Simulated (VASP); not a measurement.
Consider the following.

```
BaTiO3
1.0
    4.00844     0.00000     0.00000
    0.00000     4.00844     0.00000
    0.00000     0.00000     4.00844
Ba Ti O
1 1 3
Direct
  0.00000   0.00000   0.00000
  0.50000   0.50000   0.50000
  0.50000   0.00000   0.50000
  0.00000   0.50000   0.50000
  0.50000   0.50000   0.00000
```

These are r2SCAN meta-GGA, VASP's PBE PAW potentials (set 64) (plane waves; VASP) values and carry that method's errors. Run with 520 eV cut-off, 7×7×7 Γ-centred mesh, Gaussian smearing of 0.010 eV, potentials Ba_sv Ti_sv O.

**Question.** Estimate the energy per atom (σ→0).

**Answer.** 
The energy per atom (σ→0) is -14.847 eV/atom.

Total energies compare only between runs with the same potentials, cut-off and functional.

The compound is BaTiO3 in the cubic perovskite structure, the ideal cubic form; the compound distorts at low or room temperature. It was relaxed first.
